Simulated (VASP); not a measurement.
**A vacancy on the C site in a supercell of ZrC**

How easily does a vacancy on the C site form in ZrC? The host is relaxed first, then a supercell is run with and without the defect. The start is a cell from a database of measured crystal structures.

Program: VASP 6.6.1. Level of theory: LDA; plane waves and PAW (Zr_sv, C), in the first sound run; inputs show where later runs differ. Results are calculated unless marked as measured.

The database entry behind the starting cell differs from later determinations by our own check (an axis about 0.7 % long against later determinations), so it need not match the best structure at ambient conditions.

## Step 1: The host crystal

Symmetry: Fm-3m, No. 225, cubic system. The conventional cell has a = 4.730 Å, b = 4.730 Å, c = 4.730 Å, α = 90.00°, β = 90.00°, γ = 90.00°. Nearest to Zr lie 6 C at 2.37 Å. Nearest to C lie 6 Zr at 2.37 Å. Farther neighbours are not listed.

## Step 2: The host at zero pressure

The later steps need the crystal at this functional's own lattice; a raised cutoff keeps the stress reliable while the cell changes.

Input file INCAR:

```
SYSTEM = ZrC
PREC = Accurate
ENCUT = 520
EDIFF = 1E-06
NELM = 120
ISMEAR = 0
SIGMA = 0.05
LREAL = .FALSE.
ALGO = Normal
GGA = CA
NBANDS = 14
LASPH = .TRUE.
LORBIT = 11
LWAVE = .FALSE.
LCHARG = .FALSE.
KPAR = 4
IBRION = 2
NSW = 40
ISIF = 3
EDIFFG = -0.02
POTIM = 0.4
```

Input file POSCAR:

```
ZrC
1.0
    0.0000000000      2.3650000000      2.3650000000
    2.3650000000      0.0000000000      2.3650000000
    2.3650000000      2.3650000000      0.0000000000
Zr C
1 1
Direct
    0.5000000000      0.5000000000      0.5000000000
    0.0000000000      0.0000000000      0.0000000000
```

Input file KPOINTS:

```
Automatic mesh
0
Gamma
7 7 7
0 0 0
```

PAW data sets: Zr_sv and C (LDA family, release 64).

On the command line:

```bash
$ mpirun -np 4 vasp_std
```

Log:

```text
[banner, memory and clock lines left out]
running    4 mpi-ranks, on    1 nodes
 distrk:  each k-point on    1 cores,    4 groups
 distr:  one band on    1 cores,    1 groups

 POSCAR found type information on POSCAR ZrC
 POSCAR found :  2 types and       2 ions
 LDA part: xc-table for (Slater(with rela. corr.)+CA(PZ))
 , standard interpolation
 POSCAR, INCAR and KPOINTS ok, starting setup
 FFT: planning ... GRIDC
 FFT: planning ... GRID_SOFT
 FFT: planning ... GRID
 WAVECAR not read
 entering main loop
       N       E                     dE             d eps       ncg     rms          rms(c)
DAV:   1     0.102249545539E+03    0.10225E+03   -0.88557E+03   560   0.116E+03
DAV:   2    -0.179289807839E+02   -0.12018E+03   -0.11076E+03   698   0.303E+02
DAV:   3    -0.245885993533E+02   -0.66596E+01   -0.66125E+01   912   0.608E+01
DAV:   4    -0.247187098118E+02   -0.13011E+00   -0.13010E+00   660   0.637E+00
DAV:   5    -0.247208194694E+02   -0.21097E-02   -0.21096E-02   786   0.635E-01    0.198E+01
DAV:   6    -0.214411315021E+02    0.32797E+01   -0.81973E+00   656   0.243E+01    0.700E+00
DAV:   7    -0.212539063811E+02    0.18723E+00   -0.58419E-01   632   0.667E+00    0.616E+00
DAV:   8    -0.212580586513E+02   -0.41523E-02   -0.39095E-01   662   0.458E+00    0.491E+00
DAV:   9    -0.212193057315E+02    0.38753E-01   -0.97706E-02   608   0.215E+00    0.244E-01
DAV:  10    -0.212196477607E+02   -0.34203E-03   -0.31060E-03   748   0.537E-01    0.390E-01
DAV:  11    -0.212194272997E+02    0.22046E-03   -0.85922E-04   638   0.238E-01    0.508E-02
DAV:  12    -0.212194220760E+02    0.52237E-05   -0.14377E-05   646   0.287E-02    0.115E-02
DAV:  13    -0.212194215096E+02    0.56632E-06   -0.14082E-06   558   0.814E-03
   1 F= -.21219422E+02 E0= -.21219021E+02  d E =-.212194E+02
 curvature:   0.00 expect dE= 0.000E+00 dE for cont linesearch  0.000E+00
 trial: gam= 0.00000 g(F)=  0.190E-58 g(S)=  0.227E+00 ort = 0.000E+00 (trialstep = 0.100E+01)
 search vector abs. value=  0.227E+00
 bond charge predicted
       N       E                     dE             d eps       ncg     rms          rms(c)
DAV:   1    -0.225750859227E+02   -0.13557E+01   -0.44365E+01   608   0.682E+01    0.164E+01
DAV:   2    -0.213492445480E+02    0.12258E+01   -0.21867E+00   616   0.173E+01    0.450E+00
DAV:   3    -0.211429483016E+02    0.20630E+00   -0.13057E+00   824   0.862E+00    0.192E+00
DAV:   4    -0.211703368163E+02   -0.27389E-01   -0.27492E-02   820   0.122E+00    0.131E+00
DAV:   5    -0.211945271633E+02   -0.24190E-01   -0.39025E-02   876   0.102E+00    0.156E-01
DAV:   6    -0.211952570253E+02   -0.72986E-03   -0.21253E-03   900   0.406E-01    0.146E-01
DAV:   7    -0.211952653571E+02   -0.83318E-05   -0.25519E-04   638   0.197E-01    0.243E-02
DAV:   8    -0.211952616833E+02    0.36738E-05   -0.11556E-05   614   0.361E-02    0.352E-03
DAV:   9    -0.211952614811E+02    0.20213E-06   -0.37935E-07   406   0.614E-03
   2 F= -.21195261E+02 E0= -.21194868E+02  d E =0.241600E-01
 trial-energy change:    0.024160  1 .order    0.033717   -0.227006    0.294439
 step:   0.4627(harm=  0.4353)  dis= 0.00000  next Energy=   -21.272883 (dE=-0.535E-01)
 bond charge predicted
       N       E                     dE             d eps       ncg     rms          rms(c)
DAV:   1    -0.216382310778E+02   -0.44297E+00   -0.12440E+01   614   0.375E+01    0.846E+00
DAV:   2    -0.213296815556E+02    0.30855E+00   -0.90657E-01   686   0.108E+01    0.246E+00
DAV:   3    -0.212597414999E+02    0.69940E-01   -0.29500E-01   840   0.409E+00    0.580E-01
DAV:   4    -0.212664499512E+02   -0.67085E-02   -0.15189E-02   908   0.911E-01    0.664E-01
DAV:   5    -0.212719801132E+02   -0.55302E-02   -0.26314E-03   922   0.331E-01    0.230E-01
DAV:   6    -0.212741049174E+02   -0.21248E-02   -0.39844E-03   890   0.380E-01    0.548E-02
DAV:   7    -0.212741335758E+02   -0.28658E-04   -0.48281E-05   578   0.715E-02    0.122E-02
DAV:   8    -0.212741363145E+02   -0.27387E-05   -0.33119E-06   812   0.165E-02    0.205E-03
DAV:   9    -0.212741365310E+02   -0.21651E-06   -0.23176E-07   316   0.542E-03
   3 F= -.21274137E+02 E0= -.21273743E+02  d E =-.547150E-01
 curvature:  -0.22 expect dE=-0.104E-04 dE for cont linesearch -0.104E-04
 trial: gam=-0.01434 g(F)=  0.230E-59 g(S)=  0.481E-04 ort = 0.330E-02 (trialstep = 0.893E+00)
 search vector abs. value=  0.103E-07
 reached required accuracy - stopping structural energy minimisation
```

It took 7 s on 4 MPI ranks of AMD EPYC 7R43, shared host; peak memory 0.5 GiB; 26 s of CPU time.

Lines that name or quote the potential files are left out of all logs, and their timing lines are given in words.

Parts of OUTCAR (step 2):

```text
ion  position               nearest neighbor table
   1  0.500  0.500  0.500-   2 2.37   2 2.37   2 2.37   2 2.37   2 2.37   2 2.37
   2  0.000  0.000  0.000-   1 2.37   1 2.37   1 2.37   1 2.37   1 2.37   1 2.37

  LATTYP: Found a face centered cubic cell.
 ALAT       =     4.7300000000

 Subroutine GETGRP returns: Found 48 space group operations
 (whereof 48 operations were pure point group operations)

The static configuration has the point symmetry O_h .

 Found     20 irreducible k-points:

   k-points           NKPTS =     20   k-points in BZ     NKDIM =     20   number of bands    NBANDS=     14

   dimension x,y,z NGX =    28 NGY =   28 NGZ =   28
   dimension x,y,z NGXF=    56 NGYF=   56 NGZF=   56

   ENCUT  =  520.0 eV  38.22 Ry    6.18 a.u.   6.22  6.22  6.22*2*pi/ulx,y,z

   NELECT =      16.0000    total number of electrons

 k-points in reciprocal lattice and weights: Automatic mesh
   0.00000000  0.00000000  0.00000000       0.003
   0.14285714  0.00000000  0.00000000       0.023
   0.28571429  0.00000000  0.00000000       0.023
   0.42857143  0.00000000  0.00000000       0.023
   0.14285714  0.14285714  0.00000000       0.017
   0.28571429  0.14285714  0.00000000       0.070
   0.42857143  0.14285714  0.00000000       0.070
  -0.42857143  0.14285714  0.00000000       0.070
  -0.28571429  0.14285714  0.00000000       0.070
[...]
-0.42857143  0.42857143  0.14285714       0.070
  -0.28571429  0.42857143  0.14285714       0.070

 average (electrostatic) potential at core
       1 -72.4683       2 -47.9424

 E-fermi :   9.8614

 k-point     1 :       0.0000    0.0000    0.0000
  band No.  band energies     occupation
      1     -37.8200      2.00000
      2     -15.6540      2.00000
      3     -15.6540      2.00000
      4     -15.6540      2.00000
      5      -1.4125      2.00000
      6      10.8103      0.00000
      7      10.8103      0.00000
      8      10.8103      0.00000
      9      10.9010      0.00000
     10      10.9010      0.00000
    ...

 k-point     2 :       0.1429    0.0000    0.0000
  band No.  band energies     occupation
    ...
      4     -15.6712      2.00000
      5      -0.9300      2.00000
      6       8.7778      2.00000
      7       9.2065      2.00000
      8       9.2065      2.00000
      9      11.5426      0.00000
     10      11.5426      0.00000
     11      12.0432      0.00000
     12      14.7034      0.00000
     13      14.7034      0.00000
    ...

 k-point     3 :       0.2857    0.0000    0.0000
  band No.  band energies     occupation
    ...
      4     -15.7093      2.00000
      5       0.2765      2.00000
      6       6.5309      2.00000
      7       7.6978      2.00000
      8       7.6978      2.00000
      9      12.8178      0.00000
     10      12.8178      0.00000
     11      12.9821      0.00000
     12      17.5924      0.00000
     13      17.5924      0.00000
    ...

  Total       -0.0288199     -0.0288199     -0.0288199      0.0000000     -0.0000000      0.0000000
  in kB       -1.8412837     -1.8412837     -1.8412837      0.0000000     -0.0000000      0.0000000
  external PRESSURE =      -1.8412837 kB  Pullay stress =       0.0000000 kB

  energy-cutoff  :      520.00
  volume of cell :       25.08
      direct lattice vectors                 reciprocal lattice vectors
    -0.000000000  2.323186873  2.323186873    -0.215221602  0.215221602  0.215221602
     2.323186873 -0.000000000  2.323186873     0.215221602 -0.215221602  0.215221602
     2.323186873  2.323186873 -0.000000000     0.215221602  0.215221602 -0.215221602

 POSITION                                       TOTAL-FORCE (eV/Angst)
 -----------------------------------------------------------------------------------
      2.32319      2.32319      2.32319         0.000000     -0.000000      0.000000
      0.00000      0.00000     -0.00000        -0.000000      0.000000     -0.000000
 -----------------------------------------------------------------------------------
    total drift:                                0.000000      0.000000      0.000000

  FREE ENERGIE OF THE ION-ELECTRON SYSTEM (eV)
  ---------------------------------------------------
  free  energy   TOTEN  =       -21.2741365310 eV

  energy  without entropy=      -21.2733503965  energy(sigma->0) =      -21.27374346

 reached required accuracy - stopping structural energy minimisation

 total charge
# of ion       s       p       d       tot
------------------------------------------
    1        2.184   6.053   1.700   9.937
    2        0.880   1.493   0.000   2.373
--------------------------------------------------
tot          3.064   7.546   1.700  12.310

[... 3 further parts left out ...]
```

The k-mesh is coarse for a metal. The run keeps the 48 symmetry operations of its start, so it cannot find a distortion of lower symmetry.

Relaxation path:

| step | energy less that of the first step (eV) | largest force (eV/Å) | pressure (GPa) | volume (Å³) |
| --- | --- | --- | --- | --- |
| 1 | 0.0000 | 0.0000 | -11.99 | 26.46 |
| 2 | 0.0242 | 0.0000 | 17.48 | 23.54 |
| 3 | -0.0547 | 0.0000 | -0.18 | 25.08 |

```csv
"conventional cell, symmetrised",before,after,change
a (Å),4.730,4.646,-1.8 %
b (Å),4.730,4.646,-1.8 %
c (Å),4.730,4.646,-1.8 %
volume (Å³/atom),13.23,12.54,-5.2 %
```

Final coordinates:

```xyz
2
Lattice="0.0000 2.3232 2.3232 2.3232 0.0000 2.3232 2.3232 2.3232 0.0000" Properties=species:S:1:pos:R:3 pbc="T T T"
Zr    2.3232    2.3232    2.3232
C     0.0000    0.0000    0.0000
```

This step gave:

| Item | Value |
| --- | --- |
| electronic cycles | 31 |
| electrons | 16 |
| free energy (TOTEN) | -21.27 eV |
| energy at zero smearing | -21.27 eV |
| Fermi energy | 9.861 eV |
| labelled metallic, from the levels on this mesh | yes |

The run ended after 3 ionic steps, 0.055 eV below its first step, once forces and stress met EDIFFG = -0.02.

## Step 3: Relax the host again, on a new basis

The volume changed by more than 5 %, so the plane waves of the start no longer fit; a second relaxation removes that error.

Edit INCAR of step 2 so:

```diff
@@ -17,3 +17,3 @@
 IBRION = 2
-NSW = 40
+NSW = 30
 ISIF = 3
```

Input file POSCAR:

```
ZrC
1.0
    0.0000000000      2.3231868732      2.3231868732
    2.3231868732      0.0000000000      2.3231868732
    2.3231868732      2.3231868732      0.0000000000
Zr C
1 1
Direct
    0.5000000000      0.5000000000      0.5000000000
    0.0000000000      0.0000000000      0.0000000000
```

KPOINTS is that of step 2.

On the command line:

```bash
$ mpirun -np 4 vasp_std
```

Log:

```text
[... set-up lines as in an earlier step ...]
 entering main loop
       N       E                     dE             d eps       ncg     rms          rms(c)
DAV:   1     0.105478460076E+03    0.10548E+03   -0.88060E+03   560   0.117E+03
DAV:   2    -0.180456119141E+02   -0.12352E+03   -0.11470E+03   728   0.306E+02
DAV:   3    -0.246438633960E+02   -0.65983E+01   -0.65620E+01   934   0.606E+01
DAV:   4    -0.247067999245E+02   -0.62937E-01   -0.62905E-01   672   0.527E+00
DAV:   5    -0.247081502721E+02   -0.13503E-02   -0.13503E-02   770   0.485E-01    0.220E+01
DAV:   6    -0.214293148788E+02    0.32788E+01   -0.77844E+00   676   0.244E+01    0.797E+00
DAV:   7    -0.212996786276E+02    0.12964E+00   -0.65426E-01   608   0.649E+00    0.691E+00
DAV:   8    -0.213085353775E+02   -0.88567E-02   -0.34600E-01   686   0.420E+00    0.503E+00
DAV:   9    -0.212730512072E+02    0.35484E-01   -0.85701E-02   626   0.192E+00    0.266E-01
DAV:  10    -0.212736430392E+02   -0.59183E-03   -0.48569E-03   698   0.653E-01    0.638E-01
DAV:  11    -0.212731854010E+02    0.45764E-03   -0.15210E-03   638   0.320E-01    0.552E-02
DAV:  12    -0.212731807128E+02    0.46882E-05   -0.22418E-05   674   0.372E-02    0.165E-02
DAV:  13    -0.212731795920E+02    0.11209E-05   -0.27924E-06   608   0.113E-02    0.356E-03
DAV:  14    -0.212731795836E+02    0.83292E-08   -0.68006E-08   328   0.199E-03
   1 F= -.21273180E+02 E0= -.21272787E+02  d E =-.212732E+02
 curvature:   0.00 expect dE= 0.000E+00 dE for cont linesearch  0.000E+00
 trial: gam= 0.00000 g(F)=  0.120E-59 g(S)=  0.329E-04 ort = 0.000E+00 (trialstep = 0.100E+01)
 search vector abs. value=  0.329E-04
 reached required accuracy - stopping structural energy minimisation
```

Elapsed: 2.6 s, on 4 MPI ranks; peak memory 0.37 GiB; 8.2 s of CPU time.

Parts of OUTCAR (step 3):

```text
  LATTYP: Found a face centered cubic cell.
 ALAT       =     4.6463737464

The static configuration has the point symmetry O_h .

 Found     20 irreducible k-points:

   dimension x,y,z NGX =    24 NGY =   24 NGZ =   24
   dimension x,y,z NGXF=    48 NGYF=   48 NGZF=   48

   ENCUT  =  520.0 eV  38.22 Ry    6.18 a.u.   6.11  6.11  6.11*2*pi/ulx,y,z

   NELECT =      16.0000    total number of electrons

 E-fermi :   9.8614

 k-point     1 :       0.0000    0.0000    0.0000
  band No.  band energies     occupation
      1     -37.8199      2.00000
      2     -15.6538      2.00000
      3     -15.6538      2.00000
      4     -15.6538      2.00000
      5      -1.4122      2.00000
      6      10.8104      0.00000
      7      10.8104      0.00000
      8      10.8104      0.00000
      9      10.9011      0.00000
     10      10.9011      0.00000
    ...

 k-point     2 :       0.1429    0.0000    0.0000
  band No.  band energies     occupation
    ...
      4     -15.6710      2.00000
      5      -0.9299      2.00000
      6       8.7778      2.00000
      7       9.2066      2.00000
      8       9.2066      2.00000
      9      11.5427      0.00000
     10      11.5427      0.00000
     11      12.0433      0.00000
     12      14.7035      0.00000
     13      14.7035      0.00000
    ...

  Total       -0.0238557     -0.0238557     -0.0238557     -0.0000000      0.0000000     -0.0000000
  in kB       -1.5241247     -1.5241247     -1.5241247     -0.0000000      0.0000000     -0.0000000
  external PRESSURE =      -1.5241247 kB  Pullay stress =       0.0000000 kB

  energy-cutoff  :      520.00
  volume of cell :       25.08
      direct lattice vectors                 reciprocal lattice vectors
     0.000000000  2.323186873  2.323186873    -0.215221602  0.215221602  0.215221602
     2.323186873  0.000000000  2.323186873     0.215221602 -0.215221602  0.215221602
     2.323186873  2.323186873  0.000000000     0.215221602  0.215221602 -0.215221602

 POSITION                                       TOTAL-FORCE (eV/Angst)
 -----------------------------------------------------------------------------------
      2.32319      2.32319      2.32319        -0.000000      0.000000      0.000000
      0.00000      0.00000      0.00000         0.000000     -0.000000     -0.000000
 -----------------------------------------------------------------------------------
    total drift:                                0.000000     -0.000000      0.000000

  FREE ENERGIE OF THE ION-ELECTRON SYSTEM (eV)
  ---------------------------------------------------
  free  energy   TOTEN  =       -21.2731795836 eV

  energy  without entropy=      -21.2723934491  energy(sigma->0) =      -21.27278652

 total charge
# of ion       s       p       d       tot
------------------------------------------
    1        2.184   6.052   1.700   9.936
    2        0.880   1.493   0.000   2.374
--------------------------------------------------
tot          3.065   7.546   1.700  12.310

[... 4 parts as in an earlier step ...]

[... 6 further parts left out ...]
```

Little changed from the start: no atom moved by 0.005 Å and no cell edge by 0.1 %.

This step gave:

```
electronic cycles : 14
```

The start already met the threshold, so nothing moved.

(Part 1 of 4 ends here.)

[Lines on the potential files, build, host, timing and source positions are cut from VASP's logs without a mark.]

[Logs are printed without paths, hosts, clocks, repeated set-up lines and the standing remarks that a program may print on its own settings, such as how far it seeks lower states.]

[Hosts, paths, dates, database ids (printed as entryN), source tags and the programs' standing remarks are cut or masked in the printed files.]

[In band tables of VASP the shares of atoms and orbitals are scaled to a sum of 1 inside the atoms' spheres.]

[Runs that stopped without an error message from VASP are left out.]
